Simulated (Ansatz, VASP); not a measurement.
# Two plane-wave programs on MoRu

The input INCAR:

```
ALGO = Normal
EDIFF = 1E-6
ENCUT = 520
GGA = CA
ISIF = 2
ISMEAR = 0
LASPH = True
LCHARG = False
LREAL = False
LWAVE = False
NBANDS = 21
NELM = 80
PREC = Accurate
SIGMA = 0.1
```

File KPOINTS:

```
k-points
0
Gamma
  9 9 4
```

File POSCAR:

```
MoRu
1.0
    2.7774147960      0.0000000000      0.0000000000
   -1.3887073980      2.4053117702      0.0000000000
    0.0000000000      0.0000000000      4.4637070000
Mo Ru
1 1
Direct
    0.6666666700      0.3333333300      0.0000000000
    0.3333333300      0.6666666700      0.5000000000
```

Input for Ansatz:

```yaml
crystal:
  lattice:
    - [2.777414796, 0.0, 0.0]
    - [-1.388707398, 2.4053117702, 0.0]
    - [0.0, 0.0, 4.463707]
  atoms:
    - { symbol: Mo, position: [0.66666667, 0.33333333, 0.0] }
    - { symbol: Ru, position: [0.33333333, 0.66666667, 0.5] }
basis:
  ecutwfc: 420
kpoints:
  mp_grid: { grid: [9, 9, 4] }
hamiltonian:
  xc: lda
scf:
  occupations: { method: gaussian, width: 0.1 }
output:
  forces: true
  stress: true
  eigenvalues: true
```

The cell comes from a database or a generator and needn't be the stable form of this composition.

Alike in both runs: task single point; functional LDA; k mesh 9 × 9 × 4; occupations gaussian, width 0.1 eV; no spin polarisation.

|  | VASP | Ansatz |
| --- | --- | --- |
| version | VASP 6.6.1 | Ansatz 0.2.0 |
| potentials or method | VASP PAW LDA potentials, release 64 (Mo_sv, Ru_pv) | scalar-relativistic, plane waves, PAW |
| plane-wave cutoff (eV) | 520 | 420 |
| valence electrons in the cell | 28 | 30 |

```tsv
	VASP	Ansatz	Ansatz less VASP
gap on the k mesh at the Fermi level (eV)	none	none	-
pressure (GPa)	-16.4	-17.3	-0.85
largest component of the traceless stress (GPa)	1.24	1.20	-0.041
```

A gap of «none» marks a metal or a gap that the smearing closes. The two sets of potentials don't hold the same shells in valence.

Caveats: so large a pressure means that the cell lies far from this level's equilibrium, or that cutoff or potentials fall short (VASP).
